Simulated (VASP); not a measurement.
A run of VASP 6.6.1 is set up as follows.

Contents of INCAR:

```
PREC = Accurate
ENCUT = 520
EDIFF = 1E-6
ISMEAR = -1
SIGMA = 0.05
LREAL = False
LASPH = True
NELM = 100
ALGO = Fast
ISIF = 2
LWAVE = False
LCHARG = True
GGA = PS
LELF = True
LVHAR = True
NBANDS = 34
```

The input KPOINTS:

```
Automatic mesh
0
Gamma
  9 9 3
```

File POSCAR:

```
Tc3Sn
1.0
    2.9008801854      0.0000000028      0.0000000000
   -1.4504400951      2.5122359324      0.0000000000
    0.0000000000      0.0000000000      8.5139752726
Tc Sn
3 1
Direct
    0.3333333333      0.6666666667      0.5000000000
    0.6666666667      0.3333333333      0.2615144750
    0.6666666667      0.3333333333      0.7384855250
    0.3333333333      0.6666666667      0.0000000000
```

Potentials or basis: VASP PAW PBE potentials, release 64 (Tc_pv, Sn_d).

Command:

```bash
$ cat potpaw_PBE.64/Tc_pv/POTCAR potpaw_PBE.64/Sn_d/POTCAR > POTCAR
$ mpirun -np 1 vasp_std > vasp.out
```

(1) Estimate the pressure.

(2) Estimate the band gap on the k mesh.

(3) Estimate the largest force.

Results:

(1) -0.4 GPa.

(2) none (metal or under the smearing width).

(3) 0.045 eV/Å.

Caveat: the PAW data sets were made with another functional, which shifts forces and pressure a little.
